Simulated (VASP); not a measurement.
Input:

```xyz
2
Lattice="2.9189 0.0000 0.0000 0.0000 2.9189 0.0000 0.0000 0.0000 2.9189" Properties=species:S:1:pos:R:3 pbc="T T T"
Ti     0.0000     0.0000     0.0000
Co     1.4595     1.4595     1.4595
```

Computed with PBE GGA, VASP's PBE PAW potentials (set 64) (plane waves; VASP). Settings: 500 eV cut-off, 12×12×12 Γ-centred mesh, first-order Methfessel-Paxton smearing of 0.10 eV, potentials Ti_sv Co.

Energy and stress use the plane-wave basis of the starting cell.

Q: The ions, cell shape and volume at an external pressure of 20.0 GPa are relaxed. Give the cell that the relaxation ends in.

A: 
```xyz
2
Lattice="2.8785 0.0000 0.0000 0.0000 2.8785 0.0000 0.0000 0.0000 2.8785" Properties=species:S:1:pos:R:3 pbc="T T T"
Ti     0.0000     0.0000     0.0000
Co     1.4392     1.4392     1.4392
```
Space group Pm-3m (221), at a tolerance of 0.03 Å.

Q: How do energy and volume change from the first to the last step?

A: The energy (σ→0) changes by +46.7 meV/atom and the volume by -4.1 %, in 3 ionic steps.

| step | E(σ→0) (eV) | max force (eV/Å) | pressure (GPa) | volume (Å³) |
|---|---|---|---|---|
| 1 | -15.5937 | 0.000 | 9.91 | 24.87 |
| 2 | -15.1844 | 0.000 | 41.44 | 22.16 |
| 3 | -15.5002 | 0.000 | 19.77 | 23.85 |

The compound is TiCo in the CsCl type structure. This run relaxes it under an external pressure of 20 GPa. Symmetry was kept, so distortions that lower it aren't found. The run is not spin-polarised, so no magnetic state was tried. The electron count is odd and the run is not spin-polarised, which forces a metal.
